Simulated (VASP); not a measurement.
```
CELL_PARAMETERS angstrom
      0.00000     3.04427     3.04427
      3.04427     0.00000     3.04427
      3.04427     3.04427     0.00000
ATOMIC_POSITIONS crystal
  Tb 0.00000 0.00000 0.00000
  Te 0.50000 0.50000 0.50000
```

The numbers are results of PBEsol GGA, VASP's PBE PAW potentials (set 64) (plane waves; VASP), not measurements. Settings: 400 eV cut-off, 12×12×12 Γ-centred mesh, tetrahedra with Blöchl corrections, potentials Tb_3 Te.

The 4f electrons are frozen in the core of the lanthanide potential, so 4f levels, which can set the real gap, and their magnetism are missing.  Unless said otherwise, spin-orbit coupling is left out, though it shifts the bands of the heavy elements here.

**Question.** Predict the energy per atom (σ→0), band gap (on the k-mesh) with the smallest direct gap where there is one.

**Answer.** 
| Quantity | Result |
|---|---|
| band gap (on the k-mesh) | none (metal, semimetal or under 0.01 eV) |
| energy per atom (σ→0) | -5.623 eV/atom |

The absolute energy has meaning only against runs of the same code, potentials and settings.

The structure comes from a computed database's TbTe entry (Fm-3m); how it stands against other phases isn't given here. It was relaxed first. The electron count is odd and the run is not spin-polarised, which forces a metal.
